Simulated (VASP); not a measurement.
Output of a VASP run:

### OSZICAR
```
       N       E                     dE             d eps       ncg     rms          rms(c)
DAV:   1     0.214362489529E+03    0.21436E+03   -0.13531E+04    50   0.994E+02
DAV:   2     0.705704493592E+01   -0.20731E+03   -0.20532E+03    67   0.250E+02
DAV:   3    -0.663893522056E+01   -0.13696E+02   -0.13646E+02    51   0.686E+01
DAV:   4    -0.703153204266E+01   -0.39260E+00   -0.39242E+00    92   0.119E+01
DAV:   5    -0.703268168447E+01   -0.11496E-02   -0.11496E-02    59   0.594E-01    0.593E+00
DAV:   6    -0.680886415523E+01    0.22382E+00   -0.86919E+00    51   0.137E+01    0.106E+01
DAV:   7    -0.646457518345E+01    0.34429E+00   -0.11756E+00    52   0.650E+00    0.406E+00
DAV:   8    -0.645820878009E+01    0.63664E-02   -0.15118E-01    59   0.264E+00    0.143E+00
DAV:   9    -0.645899617970E+01   -0.78740E-03   -0.82829E-02    59   0.216E+00    0.649E-01
DAV:  10    -0.645470688357E+01    0.42893E-02   -0.52673E-03    58   0.495E-01    0.139E-01
DAV:  11    -0.645509208370E+01   -0.38520E-03   -0.18649E-03    50   0.250E-01    0.235E-01
DAV:  12    -0.645481761104E+01    0.27447E-03   -0.11818E-03    51   0.229E-01    0.138E-01
DAV:  13    -0.645471938655E+01    0.98224E-04   -0.96784E-05    60   0.586E-02    0.436E-02
DAV:  14    -0.645470734768E+01    0.12039E-04   -0.19993E-05    52   0.221E-02    0.627E-03
DAV:  15    -0.645470748083E+01   -0.13315E-06   -0.28125E-06    58   0.985E-03
   1 F= -.64547075E+01 E0= -.62513818E+01  d E =-.406651E+00
```

### OUTCAR
```
------------------------ aborting loop because EDIFF is reached ----------------------------------------
  FORCE on cell =-STRESS in cart. coord.  units (eV):
  Direction    XX          YY          ZZ          XY          YZ          ZX
  --------------------------------------------------------------------------------------
  Total       10.5201596     10.5201596     10.5201596      0.0000000     -0.0000000      0.0000000
  in kB      105.6790425    105.6790425    105.6790425      0.0000000     -0.0000000      0.0000000
  external PRESSURE =     105.6790425 kB  Pullay stress =       0.0000000 kB
  volume of cell :      159.49
      direct lattice vectors                 reciprocal lattice vectors
     5.423105000  0.000000000  0.000000000     0.184396208  0.000000000  0.000000000
     0.000000000  5.423105000  0.000000000     0.000000000  0.184396208  0.000000000
     0.000000000  0.000000000  5.423105000     0.000000000  0.000000000  0.184396208
 POSITION                                       TOTAL-FORCE (eV/Angst)
 -----------------------------------------------------------------------------------
      0.00000      0.00000      0.00000         0.000000      0.000000      0.000000
      2.71155      2.71155      2.71155         0.000000      0.000000      0.000000
      0.00000      2.71155      2.71155         0.000000      0.000000      0.000000
      2.71155      2.71155      0.00000         0.000000      0.000000      0.000000
      2.71155      0.00000      2.71155         0.000000      0.000000      0.000000
 -----------------------------------------------------------------------------------
    total drift:                                0.000000     -0.000000     -0.000000
  FREE ENERGIE OF THE ION-ELECTRON SYSTEM (eV)
  ---------------------------------------------------
  free  energy   TOTEN  =        -6.4547074808 eV

  energy  without entropy=       -6.0480561347  energy(sigma->0) =       -6.25138181
```
(Selected blocks of OUTCAR.)

### POSCAR
```
KZnI3
1
    5.4231050000     0.0000000000     0.0000000000
    0.0000000000     5.4231050000     0.0000000000
    0.0000000000     0.0000000000     5.4231050000
K Zn I
1 1 3
Direct
  0.0000000000   0.0000000000   0.0000000000
  0.5000000000   0.5000000000   0.5000000000
  0.0000000000   0.5000000000   0.5000000000
  0.5000000000   0.5000000000   0.0000000000
  0.5000000000   0.0000000000   0.5000000000
```

Problem. Reconstruct the remaining input files.

Solution. Several could match; the one computed here: the input of the run itself, PBE GGA, plane waves, VASP's PBE PAW potentials (set 64).

### KPOINTS
```
Regular mesh
0
Gamma
  1 1 1
```

INCAR:
```
ALGO=Normal
EDIFF=1E-6
ENCUT=300
GGA=PE
ISIF=2
ISMEAR=-1
LASPH=.TRUE.
LCHARG=.FALSE.
LMAXMIX=4
LREAL=.FALSE.
LWAVE=.FALSE.
NELM=100
PREC=Accurate
SIGMA=0.1
SYSTEM=KZnI3
```

POTCAR, in this order: K_sv Zn I (PBE.64 set). Program: vasp_std.

At this cut-off the stress carries a Pulay error, which pulls relaxed volumes low.

The structure was generated: KZnI3 was put into an ordered model structure, which need not be its known phase. The cell was not relaxed at this level. The k-mesh is coarse (spacing up to 1.16 per Å, 2π included), so the numbers may not be converged in it. The run is one of a series of settings (KPOINTS 1×1×1 Γ-centred mesh against the base run), some of them coarse on purpose.
